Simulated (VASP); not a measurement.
# A VASP study of MgCdSeS (PBE + D3(BJ)): structure first, properties next, part 2 of 2

Aim: relax MgCdSeS, then compute properties on the relaxed cell. The cell is invented: it takes the structure of a Materials Project entry for ZnCdSeS (space group 156 there), with some of its atoms replaced by other elements, volume scaled by an estimate. It may not be a known or stable phase.

VASP 6.6.1, plane waves and PAW; the level of theory is named at each step.

So far, least gap on mesh and path (eV): step 5 (bands along the symmetry lines (PBE + D3(BJ))) 1.46. The relaxed cell has a = 4.148, c = 6.786 Å (conventional setting).

## (7) Band structure (PBE + D3(BJ) + SOC)

This step: PBE with D3(BJ), spin-orbit coupling; plane waves and PAW (Cd, Se, S, Mg); invented cell (VASP 6.6.1).

Levels along the symmetry lines show where the bands peak and cross; KPOINTS_OPT computes them in the converged potential. Spin-orbit coupling needs spinors and the noncollinear program, where each band holds one electron.

INCAR

```
SYSTEM = MgCdSeS
PREC = Accurate
ENCUT = 400
EDIFF = 1E-06
NELM = 100
ISMEAR = -1
SIGMA = 0.05
LREAL = .FALSE.
ALGO = Normal
GGA = PE
IVDW = 12
LNONCOLLINEAR = .TRUE.
MAGMOM = 0 0 0 0 0 0 0 0 0 0 0 0
NBANDS = 38
GGA_COMPAT = .FALSE.
LASPH = .TRUE.
LSORBIT = .TRUE.
LORBIT = 11
LWAVE = .FALSE.
LCHARG = .FALSE.
KPAR = 2
```

POSCAR

```
MgCdSeS
1.0
    4.1477180915     -0.0000000035      0.0000000000
   -2.0738595516      3.5920294095      0.0000000000
    0.0000000000      0.0000000000      6.7863525304
Cd Se S Mg
1 1 1 1
Direct
    0.0000000000      0.0000000000      0.5157483855
    0.3333333300      0.6666666700      0.3624382654
    0.0000000000      0.0000000000      0.8895062893
    0.3333333300      0.6666666700      0.9843070599
```

KPOINTS

```
Automatic mesh
0
Gamma
5 5 3
0 0 0
```

KPOINTS_OPT

```
Line mode
16
Line-mode
Reciprocal
  0.00000000   0.00000000   0.00000000 GAMMA
  0.50000000   0.00000000   0.00000000 M

  0.50000000   0.00000000   0.00000000 M
  0.33333333   0.33333333   0.00000000 K

  0.33333333   0.33333333   0.00000000 K
  0.00000000   0.00000000   0.00000000 GAMMA

  0.00000000   0.00000000   0.00000000 GAMMA
  0.00000000   0.00000000   0.50000000 A

  0.00000000   0.00000000   0.50000000 A
  0.50000000   0.00000000   0.50000000 L

  0.50000000   0.00000000   0.50000000 L
  0.33333333   0.33333333   0.50000000 H

  0.33333333   0.33333333   0.50000000 H
  0.00000000   0.00000000   0.50000000 A

  0.50000000   0.00000000   0.50000000 L
  0.50000000   0.00000000   0.00000000 M

  0.33333333   0.33333333   0.00000000 K
  0.33333333   0.33333333   0.50000000 H
```

Potentials, in the order of the species: Cd, Se, S and Mg (PBE family, release 64).

On the command line:

```console
> mpirun -np 2 vasp_ncl
```

Wall time 6.9 min (2 MPI ranks of AMD EPYC 7R43, shared host); peak memory 0.74 GiB; 13 min of CPU time.

LASPH is switched on together with spin-orbit coupling, so the change from the scalar run holds both.

This step gave:

| Quantity | Value |
| --- | --- |
| SCF cycles | 15 |
| bands | 38 |
| irreducible k-points | 21 |
| free energy (TOTEN) | -14.99 eV |
| Fermi energy | 2.365 eV |
| pressure | -0.006350 GPa |
| least gap on mesh and path | 1.338 eV |
| least direct gap on mesh and path | 1.338 eV |

On-site spin-orbit energy by atom:

| atom | on-site spin-orbit energy (eV) |
| --- | --- |
| Cd1 | -0.0588 |
| Se2 | -0.0378 |
| S3 | -0.0018 |
| Mg4 | 0.0000 |

Electronic bands along the path, in eV, zero at the valence-band top; v1 is the highest filled band, c1 the lowest empty one:

| point | v4 | v3 | v2 | v1 | c1 | c2 | c3 | c4 |
| --- | --- | --- | --- | --- | --- | --- | --- | --- |
| Γ | -0.20 | -0.20 | 0.00 | 0.00 | 1.34 | 1.34 | 3.04 | 3.04 |
| 0.47 of the way | -0.98 | -0.92 | -0.50 | -0.49 | 2.88 | 2.92 | 3.93 | 3.95 |
| M | -1.79 | -1.79 | -0.92 | -0.92 | 3.38 | 3.38 | 3.66 | 3.66 |
| 0.53 of the way | -1.91 | -1.87 | -1.55 | -1.50 | 3.91 | 3.96 | 4.37 | 4.43 |
| K | -2.11 | -2.06 | -1.94 | -1.93 | 3.73 | 3.79 | 4.82 | 4.94 |
| 0.47 of the way | -1.25 | -1.23 | -0.94 | -0.92 | 3.56 | 3.60 | 4.62 | 4.66 |
| Γ | -0.20 | -0.20 | 0.00 | 0.00 | 1.34 | 1.34 | 3.04 | 3.04 |
| 0.47 of the way | -0.27 | -0.27 | -0.04 | -0.03 | 2.06 | 2.06 | 3.13 | 3.13 |
| A | -0.32 | -0.32 | -0.08 | -0.08 | 2.81 | 2.81 | 3.27 | 3.27 |
| 0.47 of the way | -1.52 | -1.47 | -0.68 | -0.67 | 3.48 | 3.53 | 4.09 | 4.10 |
| L | -1.61 | -1.61 | -1.17 | -1.17 | 2.81 | 2.81 | 3.47 | 3.47 |
| 0.47 of the way | -1.58 | -1.52 | -1.46 | -1.41 | 3.18 | 3.21 | 3.94 | 3.99 |
| H | -1.56 | -1.49 | -1.43 | -1.42 | 3.56 | 3.59 | 4.34 | 4.39 |
| 0.47 of the way | -1.66 | -1.58 | -1.23 | -1.20 | 3.58 | 3.63 | 4.32 | 4.39 |
| A | -0.32 | -0.32 | -0.08 | -0.08 | 2.81 | 2.81 | 3.27 | 3.27 |
| jump to L | -1.61 | -1.61 | -1.17 | -1.17 | 2.81 | 2.81 | 3.47 | 3.47 |
| 0.53 of the way | -1.61 | -1.57 | -1.03 | -1.02 | 2.91 | 2.92 | 3.69 | 3.71 |
| M | -1.79 | -1.79 | -0.92 | -0.92 | 3.38 | 3.38 | 3.66 | 3.66 |
| jump to K | -2.11 | -2.06 | -1.94 | -1.93 | 3.73 | 3.79 | 4.82 | 4.94 |
| 0.47 of the way | -2.05 | -2.00 | -1.76 | -1.73 | 4.14 | 4.19 | 4.24 | 4.31 |
| H | -1.56 | -1.49 | -1.43 | -1.42 | 3.56 | 3.59 | 4.34 | 4.39 |

Of the projections kept (Cd, Se, S, Mg), the largest for each band there; the rest of the weight can lie on other orbitals:

| point | v4 | v3 | v2 | v1 | c1 | c2 | c3 | c4 |
| --- | --- | --- | --- | --- | --- | --- | --- | --- |
| Γ | Se 0.77 | Se 0.77 | Se 0.81 | Se 0.81 | Cd 0.35 | Cd 0.35 | Cd 0.34 | Cd 0.34 |
| M | Se 0.53 | Se 0.53 | Se 0.68 | Se 0.68 | Cd 0.54 | Cd 0.54 | Mg 0.27 | Mg 0.27 |
| K | Se 0.68 | Se 0.77 | Se 0.54 | Se 0.63 | Cd 0.52 | Cd 0.52 | Cd 0.46 | Cd 0.45 |
| Γ | Se 0.77 | Se 0.77 | Se 0.81 | Se 0.81 | Cd 0.35 | Cd 0.35 | Cd 0.34 | Cd 0.34 |
| A | Se 0.82 | Se 0.82 | Se 0.83 | Se 0.83 | Cd 0.47 | Cd 0.47 | Mg 0.40 | Mg 0.40 |
| L | Se 0.46 | Se 0.46 | Se 0.79 | Se 0.79 | Cd 0.51 | Cd 0.51 | Cd 0.42 | Cd 0.42 |

The gap moves by -0.12 eV against PBE with D3(BJ), which ran on another mesh.

## (8) Vibrations at Γ (PBE + D3(BJ))

This step: PBE with D3(BJ); plane waves and PAW (Cd, Se, S, Mg); invented cell (VASP 6.6.1).

Zone-centre modes test whether the atoms sit at a minimum within this cell. IBRION = 6 takes the force constants from differences of forces between displaced cells, so the forces must be tight.

INCAR

```
SYSTEM = MgCdSeS
PREC = Accurate
ENCUT = 400
EDIFF = 1E-08
NELM = 100
ISMEAR = -1
SIGMA = 0.05
LREAL = .FALSE.
ALGO = Normal
GGA = PE
IVDW = 12
NBANDS = 19
LORBIT = 11
LWAVE = .FALSE.
LCHARG = .FALSE.
KPAR = 2
IBRION = 6
NFREE = 2
POTIM = 0.015
ISIF = 2
NSW = 1
```

POSCAR is that of step 7.

KPOINTS

```
Automatic mesh
0
Gamma
6 6 4
0 0 0
```

On the command line:

```console
> mpirun -np 2 vasp_std
```

It took 6.9 min on 2 MPI ranks; peak memory 0.67 GiB.

The last energy, forces, stress and levels in OUTCAR belong to the last displaced cell, not to the cell of POSCAR.

This step gave:

```yaml
bands: 19
irreducible_k_points: 24
pressure_of_the_cell: -0.006952 GPa
largest_force_of_the_cell: 0.008491 eV/Å
```

Transverse limit, no LO-TO splitting. The modes at Γ (shares of kinetic energy by element, %):

| mode | frequency (cm⁻¹) | symmetry | Cd % | Se % | S % | Mg % |
| --- | --- | --- | --- | --- | --- | --- |
| 1 | -0.6 | acoustic | 46 | 32 | 12 | 9 |
| 2 | -0.6 | acoustic | 46 | 32 | 12 | 9 |
| 3 | -0.1 | acoustic | 45 | 32 | 13 | 10 |
| 4 | 50.5 | E | 16 | 6 | 43 | 35 |
| 5 | 50.5 | E | 16 | 6 | 43 | 35 |
| 6 | 161.0 | A1 | 45 | 49 | 0 | 6 |
| 7 | 179.5 | E | 38 | 62 | 0 | 0 |
| 8 | 179.5 | E | 38 | 62 | 0 | 0 |
| 9 | 262.5 | A1 | 9 | 8 | 82 | 1 |
| 10 | 274.1 | A1 | 0 | 12 | 5 | 83 |
| 11 | 318.8 | E | 0 | 0 | 45 | 55 |
| 12 | 318.8 | E | 0 | 0 | 45 | 55 |

Displacements in mode 5 (50.5 cm⁻¹), the largest set to 1:
```
Cd1  0.22 -0.31  0.00
Se2  0.17 -0.23  0.00
S3  -0.69  0.96  0.00
Mg4 -0.72  1.00  0.00
```

Displacements in mode 9 (262.5 cm⁻¹), the largest set to 1:
```
Cd1  0.00  0.00  0.18
Se2  0.00  0.00  0.20
S3   0.00  0.00 -1.00
Mg4  0.00  0.00 -0.15
```

The three acoustic modes lie within 0.6 cm⁻¹ of zero, and all others are real. By the characters of their eigenvectors the optical modes sort into (cm⁻¹) Raman active: E 51, A1 161, E 180, A1 263, A1 274, E 319; infrared active: E 51, A1 161, E 180, A1 263, A1 274, E 319.

## (9) Elastic tensor by finite strains (PBE + D3(BJ))

IBRION = 6 with ISIF = 3 strains the cell both ways at fixed fractional positions, and adds the ions' share afterwards from the force constants. Stress converges slowly with the basis, so the cutoff is raised.

INCAR: that of step 8 with these lines changed.

```diff
@@ -2,4 +2,4 @@
 PREC = Accurate
-ENCUT = 400
-EDIFF = 1E-08
+ENCUT = 500
+EDIFF = 1E-07
 NELM = 100
@@ -19,3 +19,3 @@
 POTIM = 0.015
-ISIF = 2
+ISIF = 3
 NSW = 1
```

POSCAR is that of step 8.

KPOINTS is that of step 8.

On the command line:

```console
> mpirun -np 2 vasp_std
```

It took 22 s on 2 MPI ranks.

The run ended with an error.

VASP's message: “RE_READ_KPOINTS: the new IBZ does not contain all k-points of the original IBZ.”. No number of this run is used.

## (10) Elastic tensor by finite strains (PBE + D3(BJ)), try 2

IBRION = 6 with ISIF = 3 strains the cell both ways at fixed fractional positions, and adds the ions' share afterwards from the force constants.

INCAR: that of step 9 with these lines changed.

```diff
@@ -21 +21,2 @@
 NSW = 1
+KBLOWUP = .FALSE.
```

POSCAR is that of step 9.

KPOINTS is that of step 9.

On the command line:

```console
> mpirun -np 2 vasp_std
```

The job ended after 18 min (2 MPI ranks; peak memory 0.73 GiB).

Numbers from this step:

- pressure of the cell: 0.2005 GPa
- largest force of the cell: 0.008244 eV/Å
- mechanically stable: yes
- bulk modulus (Voigt): 54.17 GPa
- shear modulus (Voigt): 15.66 GPa
- bulk modulus (Hill): 54.17 GPa
- shear modulus (Hill): 15.29 GPa
- Young's modulus: 41.93 GPa
- Poisson's ratio: 0.3710

Elastic constants with relaxed ions, Voigt order xx yy zz yz xz xy (GPa):

```
76.05 46.65 39.29 -1.32  0.00  0.00
46.65 76.05 39.29  1.32  0.00  0.00
39.29 39.29 84.94  0.00  0.00  0.00
-1.32  1.32  0.00 13.16  0.00  0.00
 0.00  0.00  0.00  0.00 13.16 -1.32
 0.00  0.00  0.00  0.00 -1.32 14.70
```

Elastic constants with clamped ions, Voigt order xx yy zz yz xz xy (GPa):

```
111.1  34.9  22.4   5.8   0.0   0.0
 34.9 111.1  22.4  -5.8   0.0   0.0
 22.4  22.4 123.4   0.0   0.0   0.0
  5.8  -5.8   0.0  23.8   0.0   0.0
  0.0   0.0   0.0   0.0  23.8   5.8
  0.0   0.0   0.0   0.0   5.8  38.1
```

B/G is 3.54, which by Pugh's rule of thumb (1.75) points to a ductile solid. With the density of 4.07 g/cm³ the Hill moduli give sound speeds of 4.28 km/s (longitudinal) and 1.94 km/s (transverse), and from their mean a Debye temperature of 222 K.

## (11) Response to an electric field (PBE + D3(BJ))

The response to a static field gives the electronic dielectric tensor and the Born charges. It needs tightly converged orbitals, hence the small EDIFF.

INCAR

```
SYSTEM = MgCdSeS
PREC = Accurate
ENCUT = 400
EDIFF = 1E-08
NELM = 100
ISMEAR = 0
SIGMA = 0.01
LREAL = .FALSE.
ALGO = Normal
GGA = PE
IVDW = 12
NBANDS = 19
LORBIT = 11
LWAVE = .FALSE.
LCHARG = .FALSE.
KPAR = 2
LEPSILON = .TRUE.
```

POSCAR is that of step 10.

KPOINTS

```
Automatic mesh
0
Gamma
7 7 4
0 0 0
```

On the command line:

```console
> mpirun -np 2 vasp_std
```

It took 7.3 min on 2 MPI ranks; peak memory 0.85 GiB; 14 min of CPU time.

Energies printed during the response cycles are not total energies of the cell. The dielectric response converges more slowly with the mesh than energies do, so tensor and charges may still move on a finer one.

Numbers from this step:

| Property | Result |
| --- | --- |
| irreducible k-points | 28 |
| Fermi energy | 1.649 eV |
| pressure | -0.01124 GPa |
| gap on the k-mesh | 1.457 eV |
| least direct gap on the k-mesh | 1.457 eV |

Electronic dielectric tensor with local fields:

```
5.68 0.00 0.00
0.00 5.68 0.00
0.00 0.00 5.40
```

Born effective charge (e), principal values of the symmetric part by kind of site:

| atom | atoms with these values | low | middle | high | mean |
| --- | --- | --- | --- | --- | --- |
| Cd1 | 1 | 1.95 | 2.13 | 2.13 | 2.07 |
| Se2 | 1 | -2.07 | -2.07 | -2.01 | -2.05 |
| S3 | 1 | -2.18 | -1.92 | -1.92 | -2.01 |
| Mg4 | 1 | 1.86 | 1.86 | 2.24 | 1.99 |

In full for Cd1:

```
2.13 0.00 0.00
0.00 2.13 0.00
0.00 0.00 1.95
```

Piezoelectric tensor with clamped ions (C/m²), by row:

| field | xx | yy | zz | xy | yz | zx |
| --- | --- | --- | --- | --- | --- | --- |
| x | 0 | 0 | 0 | 0.04781 | 0 | 0.3137 |
| y | 0.04781 | -0.04781 | 0 | 0 | 0.3137 | 0 |
| z | 0.2735 | 0.2735 | -0.5252 | 0 | 0 | 0 |

The Born charges sum to zero; the printed set may have that rule imposed, so this is no test.

## (12) Total and projected DOS (PBE + D3(BJ)), changed input

A density of states needs more k-points than a total energy; ISMEAR = -5 takes tetrahedra, and LORBIT projects the states on the PAW spheres. The mesh is finer than in the run before. Some settings are moved from the usual, to see what they do.

INCAR

```
SYSTEM = MgCdSeS
PREC = Accurate
ENCUT = 200
EDIFF = 1E-06
NELM = 100
ISMEAR = -4
SIGMA = 0.3
LREAL = .FALSE.
ALGO = Normal
GGA = PE
IVDW = 12
NBANDS = 27
LORBIT = 11
LWAVE = .FALSE.
LCHARG = .FALSE.
KPAR = 2
NEDOS = 2001
```

POSCAR is that of step 11.

KPOINTS

```
Automatic mesh
0
Gamma
9 9 5
0 0 0
```

On the command line:

```console
> mpirun -np 2 vasp_std
```

Elapsed: 13 s, on 2 MPI ranks; peak memory 0.26 GiB; 25 s of CPU time.

The run converged; its settings lie outside those of the reference runs, so its numbers are set aside.

Against the sound run on this cell (density of states (PBE + D3(BJ))) the energy at zero smearing moves by +181.9 meV an atom and the pressure by -26.07 GPa.

Settings moved from the usual: ENCUT = 200, ISMEAR = -4 and SIGMA = 0.3.

The cutoff falls from 400 to 200 eV, which shrinks the basis; the stress suffers most (Pulay stress), and PAW energies need not rise evenly as the basis shrinks.

## (13) Results

```yaml
relaxed_volume: 25.28 Å³/atom
relaxed_conventional_cell_a_b_c: 4.148, 4.148, 6.786 Å; angles 90.0, 90.0, 120.0°
space_group_after_relaxing_within_0p02_a: P3m1 (No. 156)
band_gap: 1.46 eV, direct
gap_among_the_points_of_the_dos_mesh_alone_an_upper_bound: 1.46 eV
band_gap_pbe_d3_bj_soc: 1.34 eV, direct
highest_zone_centre_mode: 319 cm⁻¹
bulk_modulus_hill: 54.2 GPa
shear_modulus_hill: 15.3 GPa
debye_temperature_from_the_elastic_constants: 222 K
```

What this shows: With PBE + D3(BJ), MgCdSeS relaxes to 25.28 Å³/atom in space group P3m1 (held by the symmetry of the run) and has a direct gap of 1.46 eV. Band structure (PBE + D3(BJ) + SOC): The path shows a direct gap of 1.34 eV (valence top at Γ, conduction bottom at Γ). Vibrations at Γ (PBE + D3(BJ)): The highest mode in this list at Γ, 318.8 cm⁻¹, has its largest share on Mg (55 % of the kinetic energy). Response to an electric field (PBE + D3(BJ)): The principal values of the electronic dielectric tensor with local fields are 5.40, 5.68 and 5.68. Response to an electric field (PBE + D3(BJ)): Mean Born effective charge: Cd1 2.07, Se2 -2.05, S3 -2.01, Mg4 1.99 e. LASPH was switched on together with spin-orbit coupling, so shifts put down to the coupling hold both changes. Semilocal functionals usually underestimate gaps. Modes at Γ alone can't show that the crystal is stable at other wave vectors, and the LO-TO splitting is not included. No search among competing phases was made. All values are for a static lattice at zero temperature.

[Lines on the potential files, build, host, timing and source positions are cut from VASP's logs without a mark.]

[Logs are printed without paths, hosts, clocks, repeated set-up lines and the standing remarks that a program may print on its own settings, such as how far it seeks lower states.]

[Hosts, paths, dates, database ids (printed as entryN), source tags and the programs' standing remarks are cut or masked in the printed files.]

[A measured line is paired with the nearest computed mode of its activity, which favours agreement.]
